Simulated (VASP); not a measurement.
Crystal: Sc.

```
Sc
1.0
     3.30900    0.00000    0.00000
    -1.65450    2.86568    0.00000
     0.00000    0.00000    5.27330
Sc
2
Direct
  0.33333 0.66667 0.25000
  0.66667 0.33333 0.75000
```

```yaml
Program: VASP 6.6.1
Task: relaxation of cell and atoms
Functional: PBEsol
Potentials_or_basis: VASP PAW PBE potentials, release 64 (Sc_sv)
Cutoff: 600 eV
k_mesh: 15 × 15 × 7
Occupations: methfessel-paxton, width 0.1 eV
Spin: no spin polarisation
```

At the start: pressure -2.9 GPa; volume 25.00 Å³/atom.

Problem. How do energy, volume and symmetry change on relaxing?

Solution. Over 6 steps the energy falls by 15.7 meV/atom and the volume is 23.64 Å³/atom (-5.5 %); space group P6_3/mmc (No. 194, to 0.05 Å).

Step by step:
```csv
step,energy change (eV),largest force (eV/Å),pressure (GPa),volume (Å³)
1,0.0000,0.0000,-2.86,50.00
2,-0.0286,0.0000,0.63,46.84
3,-0.0291,0.0000,0.22,47.17
4,-0.0311,0.0000,0.12,47.24
5,-0.0314,0.0000,0.07,47.27
6,-0.0314,0.0000,0.06,47.28
```

Final structure:
```
Sc
1.0
     3.28000    0.00000    0.00000
    -1.64000    2.84056    0.00000
     0.00000    0.00000    5.07410
Sc
2
Direct
  0.33333 0.66667 0.25000
  0.66667 0.33333 0.75000
```

Caveat: the PAW data sets were made with another functional, which shifts forces and pressure a little.
